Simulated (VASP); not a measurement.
Cl:

```xyz
4
Lattice="3.0726 -2.1977 0.0000 3.0726 2.1977 0.0000 0.0000 0.0000 8.1537" Properties=species:S:1:pos:R:3 pbc="T T T"
Cl    3.0726   -1.6540    0.8358
Cl    3.0727   -0.5437    4.9126
Cl    3.0726    1.6540    7.3179
Cl    3.0726    0.5437    3.2411
```

| Item | Value |
| --- | --- |
| Program | VASP 6.6.1 |
| Task | relaxation of cell and atoms |
| Functional | PBE |
| Dispersion | D3(BJ) |
| Potentials or basis | VASP PAW PBE potentials, release 64 (Cl) |
| Cutoff | 350 eV |
| k mesh | 8 × 8 × 4 |
| Occupations | gaussian, width 0.02 eV |
| Spin | no spin polarisation |

At the start: pressure 0.3 GPa; volume 27.53 Å³/atom.

Q: How do energy, volume and symmetry change on relaxing?

A: Over 44 steps the energy falls by 7.4 meV/atom and the volume is 26.94 Å³/atom (-2.1 %); space group Cmce (No. 64, to 0.05 Å).

The path:
```csv
step,energy change (eV),largest force (eV/Å),pressure (GPa),volume (Å³)
1,0.0000,0.2654,0.34,110.12
3,-0.0039,0.0470,-0.20,110.58
5,-0.0184,0.0255,-0.11,109.56
7,-0.0250,0.0442,0.10,108.35
9,-0.0255,0.0445,-0.08,108.47
11,-0.0280,0.0386,-0.05,108.08
13,-0.0280,0.0878,0.24,107.65
15,-0.0287,0.0140,0.06,107.84
17,-0.0289,0.0182,-0.05,107.93
19,-0.0291,0.0104,0.00,107.90
21,-0.0291,0.0216,-0.05,107.87
23,-0.0292,0.0194,-0.04,107.84
25,-0.0293,0.0099,-0.01,107.68
27,-0.0293,0.0035,0.02,107.55
29,-0.0293,0.0118,0.00,107.57
31,-0.0293,0.0203,-0.02,107.59
33,-0.0294,0.0143,0.00,107.59
35,-0.0294,0.0056,0.02,107.58
37,-0.0294,0.0080,0.00,107.65
39,-0.0294,0.0097,-0.01,107.67
41,-0.0294,0.0039,0.01,107.70
43,-0.0294,0.0040,-0.01,107.75
44,-0.0294,0.0019,0.00,107.76
```

Final structure:
```
Cl
1.0
     3.24244   -2.05241    0.00000
     3.24244    2.05241    0.00000
     0.00000    0.00000    8.09607
Cl
4
Direct
  0.87672 0.12328 0.10788
  0.62328 0.37672 0.60788
  0.12328 0.87672 0.89212
  0.37672 0.62328 0.39212
```
